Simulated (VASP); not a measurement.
```yaml
crystal:
  lattice:
    - [1.52411, -2.63984, 0.00000]
    - [1.52411, 2.63984, 0.00000]
    - [0.00000, 0.00000, 3.21834]
  atoms:
    - { symbol: Ti, position: [0.00000, 0.00000, 0.00000] }
    - { symbol: B, position: [0.33333, 0.66667, 0.50000] }
    - { symbol: B, position: [0.66667, 0.33333, 0.50000] }
```

Method: PBEsol GGA, VASP's PBE PAW potentials (set 64) (plane waves; VASP 6.6.1). Numerical set-up: 600 eV cut-off, 12×12×10 Γ-centred mesh, first-order Methfessel-Paxton smearing of 0.10 eV, potentials Ti_sv B.

### Question
Estimate the energy per atom (σ→0), pressure, band gap (on the k-mesh) with the smallest direct gap where there is one.

### Answer

```json
{
  "band gap (on the k-mesh)": "none (metal, semimetal or under 0.01 eV)",
  "energy per atom (σ→0)": "-8.592 eV/atom",
  "pressure": "-74.3 kbar"
}
```

The absolute energy has meaning only against runs of the same code, potentials and settings.

The compound is TiB2 in the AlB2 type structure. This cell was strained or had an atom moved on purpose.
